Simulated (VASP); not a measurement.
Here is the system:

```
W
1.0
   -1.58000     1.58000     1.58000
    1.58000    -1.58000     1.58000
    1.58000     1.58000    -1.58000
W
1
Direct
  0.00000   0.00000   0.00000
```

Computed with optB86b-vdW, VASP's PBE PAW potentials (set 64) (plane waves; VASP). Run with 520 eV cut-off, 15×15×15 Γ-centred mesh, first-order Methfessel-Paxton smearing of 0.10 eV, potentials W_sv.

**Question.** The ions, cell shape and volume are relaxed. Give the cell that the relaxation ends in.

**Answer.** 
```
W
1.0
   -1.58592     1.58592     1.58592
    1.58592    -1.58592     1.58592
    1.58592     1.58592    -1.58592
W
1
Direct
  0.00000   0.00000   0.00000
```
Space group Im-3m (229), at a tolerance of 0.03 Å.

**Question.** How do energy and volume change from the first to the last step?

**Answer.** The energy (σ→0) changes by -1.9 meV/atom and the volume by +1.1 %, in 3 ionic steps.

```tsv
step	E(σ→0) (eV)	max force (eV/Å)	pressure (GPa)	volume (Å³)
1	-10.1074	0.000	3.59	15.78
2	-10.0850	0.000	-11.67	16.60
3	-10.1093	0.000	-0.05	15.96
```

The compound is W in the bcc structure. This run relaxes it. Symmetry was kept, so distortions that lower it aren't found.
